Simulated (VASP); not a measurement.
```yaml
crystal:
  lattice:
    - [4.54264, 0.00000, 0.00000]
    - [0.00000, 4.54264, 0.00000]
    - [0.00000, 0.00000, 3.18668]
  atoms:
    - { symbol: Ir, position: [0.00000, 0.00000, 0.00000] }
    - { symbol: Ir, position: [0.50000, 0.50000, 0.50000] }
    - { symbol: O, position: [0.30830, 0.30830, 0.00000] }
    - { symbol: O, position: [0.80830, 0.19170, 0.50000] }
    - { symbol: O, position: [0.19170, 0.80830, 0.50000] }
    - { symbol: O, position: [0.69170, 0.69170, 0.00000] }
```

Calculation: PBE GGA, VASP's PBE PAW potentials (set 64) (plane waves; VASP). Numerical set-up: 520 eV cut-off, Gaussian smearing of 0.050 eV, potentials Ir O.

Unless said otherwise, spin-orbit coupling is left out, though it shifts the bands of the heavy elements here.

### Question
What does the run give for the band gap (along the path) with the smallest direct gap where there is one?

### Answer

The band gap (along the path) is none (metal, semimetal or under 0.01 eV).

The absolute energy has meaning only against runs of the same code, potentials and settings.

The compound is IrO2 in the rutile structure. It was relaxed first.
